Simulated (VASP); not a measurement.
Set up this calculation in VASP 6.6.1, as the native input.

```yaml
Task: single point
Functional: r2SCAN
Potentials_or_basis: VASP PAW PBE potentials, release 64 (As, Ti_sv, Ce)
Cutoff: 520 eV
k_mesh: 6 × 6 × 3
Occupations: methfessel-paxton, width 0.0138 eV
Spin: no spin polarisation
Dipole_correction: no
Further_INCAR_settings: ALGO = Normal; EDIFF = 1e-06; NBANDS = 44
```

CeTiAs2:

```
CELL_PARAMETERS angstrom
3.99647 0.00000 0.00000
0.00000 3.99647 0.00000
0.00000 0.00000 10.14064
ATOMIC_POSITIONS crystal
As 0.25000 0.25000 0.65810
As 0.75000 0.75000 0.34190
As 0.75000 0.25000 0.00000
As 0.25000 0.75000 0.00000
Ti 0.75000 0.25000 0.50000
Ti 0.25000 0.75000 0.50000
Ce 0.25000 0.25000 0.23844
Ce 0.75000 0.75000 0.76156
```

The cell was built by a generator and needn't be a form met in nature.

These files were run (other wordings do the same):

POSCAR

```
CeTiAs2
1.0
    3.9964659300      0.0000000000      0.0000000000
    0.0000000000      3.9964659300      0.0000000000
    0.0000000000      0.0000000000     10.1406355700
As Ti Ce
4 2 2
Direct
    0.2500000000      0.2500000000      0.6581000000
    0.7500000000      0.7500000000      0.3419000000
    0.7500000000      0.2500000000      0.0000000000
    0.2500000000      0.7500000000      0.0000000000
    0.7500000000      0.2500000000      0.5000000000
    0.2500000000      0.7500000000      0.5000000000
    0.2500000000      0.2500000000      0.2384400000
    0.7500000000      0.7500000000      0.7615600000
```

INCAR.step1

```
SYSTEM = CeTiAs2
  ALGO = Normal
  EDIFF = 1E-4
  ENCUT = 520
  GGA = PE
  ISMEAR = 1
  LASPH = .TRUE.
  LCHARG = .FALSE.
  LREAL = .FALSE.
  LWAVE = .TRUE.
  NBANDS = 44
  NELM = 100
  PREC = Accurate
  SIGMA = 0.0138
```

INCAR.step2

```
SYSTEM = CeTiAs2
  ALGO = Normal
  EDIFF = 1E-6
  ENCUT = 520
  ISIF = 2
  ISMEAR = 1
  ISTART = 1
  LASPH = .TRUE.
  LCHARG = .FALSE.
  LMIXTAU = .TRUE.
  LREAL = .FALSE.
  LWAVE = .FALSE.
  METAGGA = R2SCAN
  NBANDS = 44
  NELM = 100
  PREC = Accurate
  SIGMA = 0.0138
```

KPOINTS

```
k-points
0
G
  6 6 3
  0 0 0
```

Potentials or basis: VASP PAW PBE potentials, release 64 (As, Ti_sv, Ce).

The run is started by

```console
$ cat potpaw_PBE.64/As/POTCAR potpaw_PBE.64/Ti_sv/POTCAR potpaw_PBE.64/Ce/POTCAR > POTCAR
$ cp INCAR.step1 INCAR
$ mpirun -np 1 vasp_std > vasp.out
$ cp INCAR.step2 INCAR
$ mpirun -np 1 vasp_std > vasp.out
```

Results of the run:

```
Pressure               : 4.5 GPa
Largest force          : 1.992 eV/Å
Band gap on the k mesh : none (metal or under the smearing width)
```

Caveat: the PAW data sets were made with another functional, which shifts forces and pressure a little; without U or exact exchange the open f shell lies at the Fermi level, which spoils levels, moments and volumes.

Run time: 16 min on 1 thread of Intel(R) Xeon(R) Platinum 8488C (Sapphire Rapids), on a shared host, peak memory 0.38 GiB.
